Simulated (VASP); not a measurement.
**A VASP study of BaZrO3 (r2SCAN): structure first, properties next**

Aim: relax BaZrO3 with r2SCAN, compute its properties on that cell and hold them against experiment. The steps: relaxing cell and atoms (r2SCAN), second relaxation, single point with fields (r2SCAN), bands along the symmetry lines (r2SCAN), density of states (r2SCAN), zone-centre phonons (r2SCAN) and optical spectrum (r2SCAN). The start is a cell from a database of measured crystal structures.

Method: r2SCAN; plane waves and PAW (Ba_sv, Zr_sv, O), in VASP 6.6.1.

**What experiment says.**

“EXAFS study of lead-free relaxor ferroelectric BaTi(1-x)Zr(x)O3 at the Zr K-edge” (2006, arxiv:cond-mat/0602127) reports for BaZrO3, cubic perovskite, by X-ray diffraction (solid-state synthesised powder, 300 K): lattice constant a (cubic cell parameter) 4.192 ± 0.001 Å.

For BaZrO3, cubic perovskite (polycrystalline, earlier work), “Lattice dynamics and Raman spectrum of BaZrO3 single crystals” (2019, arxiv:1907.02008) quotes earlier work: infrared mode (TO1 at Gamma, T1u) 116 cm⁻¹ [Literature IR value quoted for comparison; temperature and sample not stated in passage]; infrared mode (TO2 at Gamma, T1u) 214 cm⁻¹ [Literature IR value quoted for comparison; temperature and sample not stated in passage]; infrared mode (TO3 at Gamma, T1u) 520 cm⁻¹ [Literature IR value quoted for comparison; temperature and sample not stated in passage].

Report form: the programs' logs are mostly left out.

### Step 1. Starting point

Before any relaxation, the start is as follows. It takes space group Pm-3m (No. 221, cubic). Conventional cell: a = 4.191 Å, b = 4.191 Å, c = 4.191 Å, α = 90.00°, β = 90.00°, γ = 90.00°. Nearest to Ba lie 12 O at 2.96 Å. Nearest to Zr lie 6 O at 2.10 Å. O has 2 Zr at 2.10 Å and 4 Ba at 2.96 Å nearest. Farther neighbours and most contacts between anions are not listed.

Structure file:

```xyz
5
Lattice="4.1913 0.0000 0.0000 0.0000 4.1913 0.0000 0.0000 0.0000 4.1913" Properties=species:S:1:pos:R:3 pbc="T T T"
Ba    0.0000    0.0000    0.0000
Zr    2.0957    2.0957    2.0957
O     0.0000    2.0957    2.0957
O     2.0957    0.0000    2.0957
O     2.0957    2.0957    0.0000
```

### Step 2. Relaxing cell and atoms (r2SCAN)

Properties are meant for the cell that this level of theory prefers, so cell and atoms are relaxed first (ISIF = 3) until forces and stress are small; EDIFFG sets the threshold. r2SCAN adds the kinetic-energy density, costs more than a GGA and is run with LASPH.

INCAR

```
SYSTEM = BaZrO3
PREC = Accurate
ENCUT = 520
EDIFF = 1E-06
NELM = 100
ISMEAR = 0
SIGMA = 0.05
LREAL = .FALSE.
ALGO = Normal
METAGGA = R2SCAN
LASPH = .TRUE.
NBANDS = 26
LORBIT = 11
LWAVE = .FALSE.
LCHARG = .FALSE.
KPAR = 4
IBRION = 2
NSW = 60
ISIF = 3
EDIFFG = -0.01
```

POSCAR

```
BaZrO3
1.0
    4.1913400000      0.0000000000      0.0000000000
    0.0000000000      4.1913400000      0.0000000000
    0.0000000000      0.0000000000      4.1913400000
Ba Zr O
1 1 3
Direct
    0.0000000000      0.0000000000      0.0000000000
    0.5000000000      0.5000000000      0.5000000000
    0.0000000000      0.5000000000      0.5000000000
    0.5000000000      0.0000000000      0.5000000000
    0.5000000000      0.5000000000      0.0000000000
```

KPOINTS

```
Automatic mesh
0
Gamma
6 6 6
0 0 0
```

Potentials, in the order of the species: Ba_sv, Zr_sv and O (PBE family, release 64).

Started as:

```sh
$ mpirun -np 4 vasp_std
```

It took 35 s on 4 MPI ranks of Intel Xeon 6975P-C (Granite Rapids), shared host; peak memory 0.83 GiB; 2.3 min of CPU time.

The gap is read on the k-mesh alone, so it is an upper bound where the band edges lie off the mesh. Harder data sets than Ba_sv exist (the GW ones), and pressures, volumes and forces can shift noticeably with them. The PAW data sets were made with PBE, which is usual practice but a small mismatch for other functionals. The run keeps the 48 symmetry operations of its start, so it cannot find a distortion of lower symmetry.

Step by step:

| step | energy less that of the first step (eV) | largest force (eV/Å) | pressure (GPa) | volume (Å³) |
| --- | --- | --- | --- | --- |
| 1 | 0.0000 | 0.0000 | 2.73 | 73.63 |
| 2 | 0.0052 | 0.0000 | -3.14 | 76.34 |
| 3 | -0.0099 | 0.0000 | -0.01 | 74.82 |

| conventional cell, symmetrised | before | after | change |
| --- | --- | --- | --- |
| a (Å) | 4.191 | 4.214 | +0.5 % |
| b (Å) | 4.191 | 4.214 | +0.5 % |
| c (Å) | 4.191 | 4.214 | +0.5 % |
| volume (Å³/atom) | 14.73 | 14.96 | +1.6 % |

The relaxed structure:

```xyz
5
Lattice="4.2139 0.0000 0.0000 0.0000 4.2139 0.0000 0.0000 0.0000 4.2139" Properties=species:S:1:pos:R:3 pbc="T T T"
Ba    0.0000    0.0000    0.0000
Zr    2.1069    2.1069    2.1069
O     0.0000    2.1069    2.1069
O     2.1069    0.0000    2.1069
O     2.1069    2.1069    0.0000
```

Numbers from this step:

```yaml
electrons: 40
bands: 26
irreducible_k_points: 20
symmetry_operations: 48
free_energy_toten: -85.1063 eV
fermi_energy: 3.638 eV
pressure: -0.006849 GPa
metallic: no
valence_top_at_k: 0.5, 0.5, 0.5
conduction_bottom_at_k: 0, 0, 0
least_direct_gap_at_k: 0, 0, 0
scf_cycles_over_all_ionic_steps: 32
gap_on_the_k_mesh: 3.663 eV
least_direct_gap_on_the_k_mesh: 3.925 eV
```

It ends with forces that vanish by symmetry and a pressure of -0.01 GPa. The volume lies +1.6 % from that of the database's start.

### Step 3. Second relaxation

A relaxation keeps the plane waves of the cell it began with, so it is repeated from the new cell, on a basis made for it.

INCAR is that of step 2.

POSCAR: that of step 2 with these lines changed.

```diff
@@ -2,5 +2,5 @@
 1.0
-    4.1913400000      0.0000000000      0.0000000000
-    0.0000000000      4.1913400000      0.0000000000
-    0.0000000000      0.0000000000      4.1913400000
+    4.2138674132      0.0000000000      0.0000000000
+    0.0000000000      4.2138674132      0.0000000000
+    0.0000000000      0.0000000000      4.2138674132
 Ba Zr O
```

KPOINTS is that of step 2.

Started as:

```sh
$ mpirun -np 4 vasp_std
```

It took 14 s on 4 MPI ranks; peak memory 0.8 GiB.

Little changed from the start: no atom moved by 0.005 Å and no cell edge by 0.1 %.

This step gave:

```yaml
free_energy_toten: -85.1074 eV
pressure: 0.01169 GPa
scf_cycles_over_all_ionic_steps: 14
```

It ends with forces that vanish by symmetry and a pressure of 0.01 GPa. The volume moved by under 0.01 %: the run met its threshold at the first step.

### Step 4. Single point with fields (r2SCAN)

A single point on the relaxed cell gives a clean self-consistent state, with density, ELF and potential written out.

INCAR: that of step 3 with these lines changed.

```diff
@@ -14,7 +14,5 @@
 LWAVE = .FALSE.
-LCHARG = .FALSE.
-KPAR = 4
-IBRION = 2
-NSW = 60
-ISIF = 3
-EDIFFG = -0.01
+LCHARG = .TRUE.
+ISIF = 2
+LELF = .TRUE.
+LVHAR = .TRUE.
```

POSCAR is that of step 3.

KPOINTS is that of step 3.

Started as:

```sh
$ mpirun -np 4 vasp_std
```

Run time: 14 s. Hardware: 4 MPI ranks; peak memory 0.55 GiB.

This step gave:

```
SCF cycles   : 14
bands        : 28
Fermi energy : 3.658 eV
pressure     : 0.007412 GPa
```

Valence electrons inside each PAW sphere by angular momentum. Sphere charges, by row:

| atom | s (e) | p (e) | d (e) | tot (e) |
| --- | --- | --- | --- | --- |
| Ba1 | 2.01 | 5.646 | 0.24 | 7.897 |
| Zr2 | 2.188 | 6.08 | 1.34 | 9.607 |
| O3 | 1.564 | 3.509 | 0 | 5.073 |
| O4 | 1.564 | 3.509 | 0 | 5.073 |
| O5 | 1.564 | 3.509 | 0 | 5.073 |

ELF in the ac plane at fractional y = 0.500, with atoms of Zr and O within 0.2 Å of it. It is the smooth field of the valence electrons, not physical close to the nuclei.

Ten even steps from '0' (0.01) to '9' (0.81), each cell a mean:
```
00048987997300
00026999985100
32102456541013
87410233310157
99721688841489
89934999983599
58945998983697
79935999983598
99822899962499
98510255410268
54101234321024
10015899974100
00048998997200
00159975898300
```
Columns run along a (4.2 Å), rows up along c (4.2 Å). Atoms in or near the plane, at fractional coordinates: Zr at (0.50, 0.50), O at (0.00, 0.50), O at (0.50, 0.00).

Electrostatic potential energy in the ac plane at fractional y = 0.500, with atoms of Zr and O within 0.2 Å of it. With pseudopotentials it is smooth inside the atoms' cores, unlike the true potential.

Ten even steps from '_' (-64 eV) to '@' (5 eV), each cell a mean:
```
@@@@@@@@@@**::::--%%@@@@@@@@
@@@@@@@@@@%%**++##@@@@@@@@@@
@@@@@@@@@@@@%%%%@@@@@@@@@@@@
@@@@@@@@@@##****##%%@@@@@@@@
%%@@@@@@##==::::--++%%@@@@%%
::==%%%%++::______--##@@##--
::::##%%==..______::**%%++::
::--%%%%++..______::**%%**::
++##@@%%**--....::==##@@%%**
@@@@@@@@%%**++==++##@@@@@@@@
@@@@@@@@@@%%%%%%%%@@@@@@@@@@
@@@@@@@@@@@@%%##%%@@@@@@@@@@
@@@@@@@@@@##--::==@@@@@@@@@@
@@@@@@@@@@++::::::%%@@@@@@@@
```
Columns run along a (4.2 Å; values clipped at the 3rd and 97th percentile), rows up along c (4.2 Å). Atoms in or near the plane, at fractional coordinates: Zr at (0.50, 0.50), O at (0.00, 0.50), O at (0.50, 0.00).

Valence density in the ac plane at fractional y = 0.500, with atoms of Zr and O within 0.2 Å of it. It is the smooth field of the valence electrons, not physical close to the nuclei.

Values in e/Å³, 14 rows by 14 columns, each cell a mean:
```
0.0 0.0 0.1 0.2 0.5 2.0 4.8 6.1 3.9 1.2 0.4 0.1 0.1 0.0
0.0 0.1 0.1 0.1 0.3 1.0 2.2 2.7 1.8 0.7 0.3 0.1 0.1 0.1
0.1 0.1 0.1 0.1 0.2 0.4 0.7 0.9 0.6 0.3 0.2 0.1 0.1 0.1
0.4 0.3 0.2 0.2 0.2 0.4 0.7 0.9 0.6 0.3 0.2 0.2 0.3 0.4
1.5 1.0 0.5 0.3 0.4 1.1 2.0 2.4 1.7 0.7 0.3 0.3 0.7 1.2
4.8 3.2 1.1 0.5 0.9 2.5 4.2 4.7 3.7 1.7 0.6 0.6 1.8 3.9
7.4 5.0 1.7 0.7 1.2 3.4 5.1 5.6 4.7 2.4 0.9 0.9 2.7 6.1
6.0 3.9 1.4 0.6 1.0 2.9 4.6 5.1 4.2 2.0 0.7 0.7 2.2 4.8
2.6 1.7 0.7 0.4 0.6 1.6 2.9 3.4 2.5 1.1 0.4 0.4 1.0 2.0
0.6 0.5 0.3 0.2 0.2 0.6 1.0 1.2 0.9 0.4 0.2 0.2 0.3 0.5
0.2 0.2 0.1 0.1 0.2 0.4 0.6 0.7 0.5 0.3 0.2 0.1 0.1 0.2
0.1 0.1 0.1 0.1 0.3 0.7 1.4 1.7 1.1 0.5 0.2 0.1 0.1 0.1
0.0 0.0 0.1 0.2 0.5 1.7 3.9 5.0 3.2 1.0 0.3 0.1 0.1 0.0
0.0 0.0 0.1 0.2 0.6 2.6 6.0 7.4 4.8 1.5 0.4 0.1 0.0 0.0
```
Columns run along a (4.2 Å), rows up along c (4.2 Å). Atoms in or near the plane, at fractional coordinates: Zr at (0.50, 0.50), O at (0.00, 0.50), O at (0.50, 0.00).

In this run the pressure is 0.01 GPa, small enough to go on.

### Step 5. Bands along the symmetry lines (r2SCAN)

Levels along the symmetry lines show where the bands peak and cross; KPOINTS_OPT computes them in the converged potential.

INCAR: that of step 4 with these lines changed.

```diff
@@ -11,8 +11,6 @@
 LASPH = .TRUE.
-NBANDS = 26
+NBANDS = 35
 LORBIT = 11
 LWAVE = .FALSE.
-LCHARG = .TRUE.
-ISIF = 2
-LELF = .TRUE.
-LVHAR = .TRUE.
+LCHARG = .FALSE.
+KPAR = 4
```

POSCAR is that of step 4.

KPOINTS is that of step 4.

KPOINTS_OPT

```
Line mode
16
Line-mode
Reciprocal
  0.00000000   0.00000000   0.00000000 GAMMA
  0.00000000   0.50000000   0.00000000 X

  0.00000000   0.50000000   0.00000000 X
  0.50000000   0.50000000   0.00000000 M

  0.50000000   0.50000000   0.00000000 M
  0.00000000   0.00000000   0.00000000 GAMMA

  0.00000000   0.00000000   0.00000000 GAMMA
  0.50000000   0.50000000   0.50000000 R

  0.50000000   0.50000000   0.50000000 R
  0.00000000   0.50000000   0.00000000 X

  0.50000000   0.50000000   0.00000000 M
  0.50000000   0.50000000   0.50000000 R
```

Started as:

```sh
$ mpirun -np 4 vasp_std
```

It took 42 s on 4 MPI ranks; peak memory 0.96 GiB.

Numbers from this step:

```
bands                             : 35
Fermi energy                      : 3.584 eV
pressure                          : -0.003969 GPa
least gap on mesh and path        : 3.663 eV
least direct gap on mesh and path : 3.924 eV
```

The electronic bands at the labelled points (eV, zero at the valence-band top; v1 is the highest filled band, c1 the lowest empty one):

| point | v4 | v3 | v2 | v1 | c1 | c2 | c3 | c4 |
| --- | --- | --- | --- | --- | --- | --- | --- | --- |
| Γ | -0.99 | -0.26 | -0.26 | -0.26 | 3.66 | 3.66 | 3.66 | 5.15 |
| 0.53 of the way | -1.38 | -1.33 | -0.43 | -0.43 | 3.88 | 4.95 | 4.95 | 6.09 |
| X | -1.71 | -1.64 | -0.51 | -0.51 | 4.09 | 6.12 | 6.12 | 6.91 |
| 0.47 of the way | -1.35 | -1.12 | -0.72 | -0.51 | 4.99 | 6.09 | 6.28 | 7.54 |
| M | -0.94 | -0.94 | -0.86 | -0.07 | 6.09 | 6.09 | 6.89 | 7.04 |
| 0.47 of the way | -1.41 | -0.99 | -0.65 | -0.49 | 5.07 | 5.09 | 5.43 | 7.02 |
| Γ | -0.99 | -0.26 | -0.26 | -0.26 | 3.66 | 3.66 | 3.66 | 5.15 |
| 0.53 of the way | -2.22 | -0.68 | -0.68 | -0.47 | 5.60 | 5.60 | 5.88 | 7.67 |
| R | -2.55 | 0.00 | 0.00 | 0.00 | 6.56 | 6.56 | 6.56 | 7.40 |
| 0.47 of the way | -2.11 | -0.75 | -0.50 | -0.36 | 5.84 | 6.37 | 6.58 | 7.66 |
| X | -1.71 | -1.64 | -0.51 | -0.51 | 4.09 | 6.12 | 6.12 | 6.91 |
| jump to M | -0.94 | -0.94 | -0.86 | -0.07 | 6.09 | 6.09 | 6.89 | 7.04 |
| 0.47 of the way | -2.24 | -0.54 | -0.54 | -0.04 | 6.41 | 6.41 | 6.88 | 7.17 |
| R | -2.55 | 0.00 | 0.00 | 0.00 | 6.56 | 6.56 | 6.56 | 7.40 |

The largest weight of each band there:

| point | v4 | v3 | v2 | v1 | c1 | c2 | c3 | c4 |
| --- | --- | --- | --- | --- | --- | --- | --- | --- |
| Γ | O 1.00 | O 0.96 | O 0.96 | O 0.96 | Zr 0.89 | Zr 0.89 | Zr 0.89 | Ba 0.94 |
| X | O 0.79 | O 0.90 | O 0.94 | O 0.94 | Zr 1.00 | Zr 0.80 | Zr 0.80 | Ba 0.71 |
| M | O 0.92 | O 0.92 | O 0.90 | O 0.98 | Zr 0.74 | Zr 0.74 | Zr 0.68 | Ba 0.67 |
| Γ | O 1.00 | O 0.96 | O 0.96 | O 0.96 | Zr 0.89 | Zr 0.89 | Zr 0.89 | Ba 0.94 |
| R | O 0.67 | O 1.00 | O 1.00 | O 1.00 | Ba 0.89 | Ba 0.89 | Ba 0.89 | Zr 0.80 |
| X | O 0.79 | O 0.90 | O 0.94 | O 0.94 | Zr 1.00 | Zr 0.80 | Zr 0.80 | Ba 0.71 |

The path finds the gap of the mesh within 0.02 eV, so the mesh comes close to both band edges.

### Step 6. Density of states (r2SCAN)

Here the states are counted by energy and projected on the atoms. The mesh is finer than in the run before.

INCAR: that of step 5 with these lines changed.

```diff
@@ -5,3 +5,3 @@
 NELM = 100
-ISMEAR = 0
+ISMEAR = -5
 SIGMA = 0.05
@@ -16 +16,2 @@
 KPAR = 4
+NEDOS = 2001
```

POSCAR is that of step 5.

KPOINTS

```
Automatic mesh
0
Gamma
9 9 9
0 0 0
```

Started as:

```sh
$ mpirun -np 4 vasp_std
```

Wall time 26 s (4 MPI ranks); peak memory 0.95 GiB; 99 s of CPU time.

Numbers from this step:

| Property | Result |
| --- | --- |
| irreducible k-points | 35 |
| free energy (TOTEN) | -85.1078 eV |
| Fermi energy | 3.342 eV |
| pressure | -0.005565 GPa |
| valence top at k | 0.4444, 0.4444, 0.4444 |
| gap on the k-mesh | 3.697 eV |

The density of states has structure finer than the step of the table below, so its rows give means over 0.5 eV, whole bins alone (the curve runs from -12.0 to 7.81 eV). Peaks (eV: height): total -10.77: 17.6, -3.62: 6.20, -2.31: 8.64, -0.77: 9.20; O p -3.62: 3.30, -2.31: 4.42, -0.77: 6.09, -0.55: 6.08; Zr d -3.62: 1.32, -2.31: 0.821, 6.05: 3.40; Ba d 6.82: 0.787, 7.48: 1.67; Ba p -10.77: 15.7.

States under -12.0 eV and over 7.8 eV are left out. Table of density of states by energy, zero at the valence-band top; means over each step; values in states/eV/cell:

| energy (eV) | total | O p | Zr d | Ba d | Ba p | Zr s | O s |
| --- | --- | --- | --- | --- | --- | --- | --- |
| -11.5 | 0 | 0 | 0 | 0 | 0 | 0 | 0 |
| -11.0 | 5.50 | 0.0534 | 0.0100 | 9.9e-4 | 4.85 | 8.8e-5 | 0.0710 |
| -10.5 | 6.49 | 0.0283 | 0.00633 | 4.9e-4 | 5.87 | 3.7e-4 | 0.104 |
| -10.0 | 0 | 0 | 0 | 0 | 0 | 0 | 0 |
| -9.5 | 0 | 0 | 0 | 0 | 0 | 0 | 0 |
| -9.0 | 0 | 0 | 0 | 0 | 0 | 0 | 0 |
| -8.5 | 0 | 0 | 0 | 0 | 0 | 0 | 0 |
| -8.0 | 0 | 0 | 0 | 0 | 0 | 0 | 0 |
| -7.5 | 0 | 0 | 0 | 0 | 0 | 0 | 0 |
| -7.0 | 0 | 0 | 0 | 0 | 0 | 0 | 0 |
| -6.5 | 0 | 0 | 0 | 0 | 0 | 0 | 0 |
| -6.0 | 0 | 0 | 0 | 0 | 0 | 0 | 0 |
| -5.5 | 0 | 0 | 0 | 0 | 0 | 0 | 0 |
| -5.0 | 0 | 0 | 0 | 0 | 0 | 0 | 0 |
| -4.5 | 0 | 0 | 0 | 0 | 0 | 0 | 0 |
| -4.0 | 0.130 | 0.0696 | 0.0365 | 8.5e-5 | 2.8e-5 | 0.00130 | 7.5e-5 |
| -3.5 | 3.54 | 1.85 | 0.661 | 0.0182 | 0.0110 | 0.127 | 0.00400 |
| -3.0 | 3.76 | 1.91 | 0.481 | 0.0351 | 0.0368 | 0.0854 | 0.00949 |
| -2.5 | 4.94 | 2.51 | 0.494 | 0.0786 | 0.154 | 0.0389 | 0.00901 |
| -2.0 | 6.68 | 3.58 | 0.456 | 0.152 | 0.122 | 0.0324 | 0.00857 |
| -1.5 | 3.55 | 2.10 | 0.109 | 0.0500 | 0.0470 | 0.0286 | 0.00811 |
| -1.0 | 5.79 | 3.71 | 0.0787 | 0.0664 | 0.0705 | 0.0164 | 0.0136 |
| -0.5 | 6.23 | 4.24 | 0.0677 | 0.0551 | 0.0539 | 0.00321 | 0.00904 |
| 0.0 | 1.31 | 0.933 | 0.00130 | 0.0107 | 0.00242 | 0 | 3.9e-4 |
| 0.5 | 0 | 0 | 0 | 0 | 0 | 0 | 0 |
| 1.0 | 0 | 0 | 0 | 0 | 0 | 0 | 0 |
| 1.5 | 0 | 0 | 0 | 0 | 0 | 0 | 0 |
| 2.0 | 0 | 0 | 0 | 0 | 0 | 0 | 0 |
| 2.5 | 0 | 0 | 0 | 0 | 0 | 0 | 0 |
| 3.0 | 0 | 0 | 0 | 0 | 0 | 0 | 0 |
| 3.5 | 0.00721 | 6.7e-5 | 0.00449 | 5.1e-4 | 0 | 0 | 0 |
| 4.0 | 0.533 | 0.0157 | 0.338 | 0.0284 | 1.2e-4 | 0 | 1.5e-4 |
| 4.5 | 1.16 | 0.0649 | 0.731 | 0.0514 | 5.2e-4 | 1.5e-5 | 9.2e-4 |
| 5.0 | 1.57 | 0.137 | 0.953 | 0.0803 | 0.00133 | 1.0e-4 | 0.00282 |
| 5.5 | 2.34 | 0.250 | 1.29 | 0.203 | 0.00310 | 1.4e-4 | 0.0101 |
| 6.0 | 4.24 | 0.540 | 2.23 | 0.433 | 0.00783 | 2.7e-4 | 0.0230 |
| 6.5 | 2.89 | 0.281 | 1.06 | 0.662 | 0.00708 | 3.7e-4 | 0.0384 |
| 7.0 | 1.99 | 0.199 | 0.305 | 0.728 | 0.00569 | 0.00536 | 0.0523 |
| 7.5 | 3.73 | 0.372 | 0.555 | 1.35 | 0.0180 | 0.0213 | 0.138 |

The gap on this mesh is 3.70 eV. In the top eV of the valence band the largest shares in the PAW spheres are O p 67 %. The rest lies in smaller channels or between the spheres.

### Step 7. Zone-centre phonons (r2SCAN)

Zone-centre modes test whether the atoms sit at a minimum within this cell. IBRION = 6 takes the force constants from differences of forces between displaced cells, so the forces must be tight.

INCAR

```
SYSTEM = BaZrO3
PREC = Accurate
ENCUT = 520
EDIFF = 1E-08
NELM = 100
ISMEAR = 0
SIGMA = 0.05
LREAL = .FALSE.
ALGO = Normal
METAGGA = R2SCAN
LASPH = .TRUE.
NBANDS = 26
LORBIT = 11
LWAVE = .FALSE.
LCHARG = .FALSE.
KPAR = 4
IBRION = 6
NFREE = 2
POTIM = 0.015
ISIF = 2
NSW = 1
```

POSCAR is that of step 6.

KPOINTS

```
Automatic mesh
0
Gamma
6 6 6
0 0 0
```

Started as:

```sh
$ mpirun -np 4 vasp_std
```

It took 2.5 min on 4 MPI ranks; peak memory 1.4 GiB.

The last energy, forces, stress and levels in OUTCAR belong to the last displaced cell, not to the cell of POSCAR.

Numbers from this step:

```
bands                     : 26
irreducible k-points      : 20
pressure of the cell      : -0.004184 GPa
largest force of the cell : 0 eV/Å
```

Transverse limit, no LO-TO splitting. The modes at Γ (shares of kinetic energy by element, %):

| mode | frequency (cm⁻¹) | symmetry | Ba % | Zr % | O % |
| --- | --- | --- | --- | --- | --- |
| 1 | -0.8 | acoustic | 49 | 33 | 18 |
| 2 | -0.8 | acoustic | 49 | 33 | 18 |
| 3 | -0.8 | acoustic | 49 | 33 | 18 |
| 4 | 113.4 | T1u | 46 | 14 | 40 |
| 5 | 113.4 | T1u | 46 | 14 | 40 |
| 6 | 113.4 | T1u | 46 | 14 | 40 |
| 7 | 200.5 | T1u | 4 | 52 | 44 |
| 8 | 200.5 | T1u | 4 | 52 | 44 |
| 9 | 200.5 | T1u | 4 | 52 | 44 |
| 10 | 207.0 | T2u | 0 | 0 | 100 |
| 11 | 207.0 | T2u | 0 | 0 | 100 |
| 12 | 207.0 | T2u | 0 | 0 | 100 |
| 13 | 492.8 | T1u | 0 | 1 | 99 |
| 14 | 492.8 | T1u | 0 | 1 | 99 |
| 15 | 492.8 | T1u | 0 | 1 | 99 |

Displacements in mode 4 (113.4 cm⁻¹), the largest set to 1:
```
Ba1  0.00  0.05 -0.58
Zr2  0.00 -0.03  0.39
O3   0.00 -0.08  1.00
O4   0.00 -0.06  1.00
O5   0.00 -0.08  0.69
```

Displacements in mode 14 (492.8 cm⁻¹), the largest set to 1:
```
Ba1  0.00  0.00 -0.01
Zr2  0.00  0.00 -0.04
O3   0.00  0.00 -0.33
O4   0.00  0.00 -0.33
O5   0.00  0.00  1.00
```

The three acoustic modes lie within 0.8 cm⁻¹ of zero, and all others are real. By the characters of their eigenvectors the optical modes sort into (cm⁻¹) infrared active: T1u 113, T1u 201, T1u 493; silent: T2u 207.

(Continued in part 2 of 2.)

[Lines on the potential files, build, host, timing and source positions are cut from VASP's logs without a mark.]

[Logs are printed without paths, hosts, clocks, repeated set-up lines and the standing remarks that a program may print on its own settings, such as how far it seeks lower states.]

[Hosts, paths, dates, database ids (printed as entryN), source tags and the programs' standing remarks are cut or masked in the printed files.]

[Measured values are set beside computed ones only where the two were judged alike; some that the calculation misses by far are left out.]

[In band tables of VASP the shares of atoms and orbitals are scaled to a sum of 1 inside the atoms' spheres.]
